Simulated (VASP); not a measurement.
Output of a VASP run:

### OSZICAR
```
       N       E                     dE             d eps       ncg     rms          rms(c)
DAV:   1     0.169764751701E+03    0.16976E+03   -0.15375E+04   730   0.427E+03
DAV:   2     0.181005975882E+02   -0.15166E+03   -0.14911E+03   720   0.534E+02
DAV:   3    -0.211878793701E+01   -0.20219E+02   -0.20060E+02   800   0.147E+02
DAV:   4    -0.272784711914E+01   -0.60906E+00   -0.60766E+00   814   0.292E+01
DAV:   5    -0.273777735495E+01   -0.99302E-02   -0.99285E-02   806   0.393E+00    0.321E+00
DAV:   6    -0.264800287267E+01    0.89774E-01   -0.36689E-02   754   0.205E+00    0.188E+00
DAV:   7    -0.260393876362E+01    0.44064E-01   -0.78710E-02   762   0.256E+00    0.165E-01
DAV:   8    -0.260546699969E+01   -0.15282E-02   -0.59880E-03   792   0.108E+00    0.449E-02
DAV:   9    -0.260565815106E+01   -0.19115E-03   -0.32993E-04   772   0.235E-01    0.167E-02
DAV:  10    -0.260566198386E+01   -0.38328E-05   -0.19551E-05  1050   0.528E-02    0.665E-03
DAV:  11    -0.260566441800E+01   -0.24341E-05   -0.58146E-06   588   0.255E-02    0.257E-03
DAV:  12    -0.260566441693E+01    0.10714E-08   -0.23469E-07   412   0.797E-03
   1 F= -.26056644E+01 E0= -.26055368E+01  d E =-.260566E+01
       N       E                     dE             d eps       ncg     rms          rms(c)
DAV:   1    -0.269614892561E+01   -0.90485E-01   -0.13000E+00   952   0.244E+01    0.175E+00
DAV:   2    -0.262973061077E+01    0.66418E-01   -0.92045E-02   932   0.627E+00    0.875E-01
DAV:   3    -0.260848065203E+01    0.21250E-01   -0.37307E-02   940   0.356E+00    0.199E-01
DAV:   4    -0.260698582618E+01    0.14948E-02   -0.43839E-03   906   0.140E+00    0.439E-02
DAV:   5    -0.260696008917E+01    0.25737E-04   -0.35206E-04   888   0.372E-01    0.332E-02
DAV:   6    -0.260695660698E+01    0.34822E-05   -0.29903E-05   902   0.114E-01    0.120E-03
DAV:   7    -0.260695659481E+01    0.12165E-07   -0.11399E-06   470   0.178E-02
   2 F= -.26069566E+01 E0= -.26068429E+01  d E =-.129218E-02
       N       E                     dE             d eps       ncg     rms          rms(c)
DAV:   1    -0.261180460067E+01   -0.48480E-02   -0.66219E-02   952   0.534E+00    0.402E-01
DAV:   2    -0.260832646264E+01    0.34781E-02   -0.49276E-03   932   0.147E+00    0.200E-01
DAV:   3    -0.260723451278E+01    0.10919E-02   -0.18485E-03   940   0.795E-01    0.475E-02
DAV:   4    -0.260716199293E+01    0.72520E-04   -0.21895E-04   922   0.312E-01    0.988E-03
DAV:   5    -0.260715956645E+01    0.24265E-05   -0.16721E-05   798   0.811E-02    0.710E-03
DAV:   6    -0.260715984892E+01   -0.28246E-06   -0.10718E-06   400   0.223E-02
   3 F= -.26071598E+01 E0= -.26070470E+01  d E =-.149543E-02
```

**OUTCAR**
```
------------------------ aborting loop because EDIFF is reached ----------------------------------------
  FORCE on cell =-STRESS in cart. coord.  units (eV):
  Direction    XX          YY          ZZ          XY          YZ          ZX
  --------------------------------------------------------------------------------------
  Total       -0.0139452     -0.0139452     -0.0139452      0.0000000     -0.0000000      0.0000000
  in kB       -0.4869512     -0.4869512     -0.4869512      0.0000000     -0.0000000      0.0000000
  external PRESSURE =      -0.4869512 kB  Pullay stress =       0.0000000 kB
  volume of cell :       45.88
      direct lattice vectors                 reciprocal lattice vectors
     0.000000000  2.841448351  2.841448351    -0.175966598  0.175966598  0.175966598
     2.841448351  0.000000000  2.841448351     0.175966598 -0.175966598  0.175966598
     2.841448351  2.841448351  0.000000000     0.175966598  0.175966598 -0.175966598
 POSITION                                       TOTAL-FORCE (eV/Angst)
 -----------------------------------------------------------------------------------
      0.00000      0.00000      0.00000        -0.000000      0.000000     -0.000000
      1.42072      1.42072      1.42072         0.000000     -0.000000      0.000000
 -----------------------------------------------------------------------------------
    total drift:                                0.000000      0.000000      0.000000
  FREE ENERGIE OF THE ION-ELECTRON SYSTEM (eV)
  ---------------------------------------------------
  free  energy   TOTEN  =        -2.6071598489 eV

  energy  without entropy=       -2.6069342206  energy(sigma->0) =       -2.60704703

 reached required accuracy - stopping structural energy minimisation
```
(Selected blocks of OUTCAR.)

**POSCAR**
```
Ge
1
    0.0000000000     2.8290000000     2.8290000000
    2.8290000000     0.0000000000     2.8290000000
    2.8290000000     2.8290000000     0.0000000000
Ge
2
Direct
  0.0000000000   0.0000000000   0.0000000000
  0.2500000000   0.2500000000   0.2500000000
```

### Question
Write an INCAR and KPOINTS that could have produced this output.

### Answer
This is not unique; one that fits is the input of the run itself, vdW-DF-cx, plane waves, VASP's PBE PAW potentials (set 64).

### KPOINTS
```
Automatic mesh
0
Gamma
7 7 7
0 0 0
```

**INCAR**
```
! general
SYSTEM   = Ge
PREC     = Accurate
ENCUT    = 520   ! plane-wave cut-off (eV)
LREAL    = .FALSE.   ! projection in real space or not
LASPH    = .TRUE.

! electronic loop
EDIFF    = 1E-6   ! SCF stop (eV)
NELM     = 100
ALGO     = Normal
LMAXMIX  = 4   ! l cut-off of mixed one-centre charges

! smearing
ISMEAR   = 0
SIGMA    = 0.05

! functional
GGA      = CX
LUSE_VDW = .TRUE.
AGGAC    = 0.0

! ions
IBRION   = 2
NSW      = 60   ! most ionic steps
ISIF     = 3   ! ions, shape and volume
EDIFFG   = -0.01

! output
LWAVE    = .FALSE.
LCHARG   = .FALSE.
```

POTCAR, in this order: Ge_d (PBE.64 set). Program: vasp_std.

The compound is Ge in the diamond structure. This run relaxes it. Symmetry was kept, so distortions that lower it aren't found.
